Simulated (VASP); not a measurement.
The system is TiN.

```
Ti N
1.0
     0.00000    2.12062    2.12062
     2.12062    0.00000    2.12062
     2.12062    2.12062    0.00000
Ti N
1 1
Direct
  0.00000 0.00000 0.00000
  0.50000 0.50000 0.50000
```

The cell is a database's computed one.

* Program: VASP 6.6.1
* Task: relaxation of cell and atoms
* Functional: PBEsol
* Potentials or basis: VASP PAW PBE potentials, release 64 (Ti, N)
* Cutoff: 580 eV
* k mesh: 18 × 18 × 18
* Occupations: gaussian, width 0.1 eV
* Spin: no spin polarisation

At the start: pressure -5.1 GPa; volume 9.54 Å³/atom.

Q: Where does the relaxation end?

A: Over 3 steps the energy falls by 2.5 meV/atom and the volume is 9.38 Å³/atom (-1.6 %); space group Fm-3m (No. 225, to 0.05 Å).

Step by step:
```csv
step,energy change (eV),largest force (eV/Å),pressure (GPa),volume (Å³)
1,0.0000,0.0000,-5.06,19.07
2,0.0093,0.0000,9.30,18.25
3,-0.0050,0.0000,-0.03,18.76
```

Final structure:
```
Ti N
1.0
     0.00000    2.10905    2.10905
     2.10905    0.00000    2.10905
     2.10905    2.10905    0.00000
Ti N
1 1
Cartesian
  0.0000 0.0000 0.0000
  2.1090 2.1090 2.1090
```

Caveat: the PAW data sets were made with another functional, which shifts forces and pressure a little.
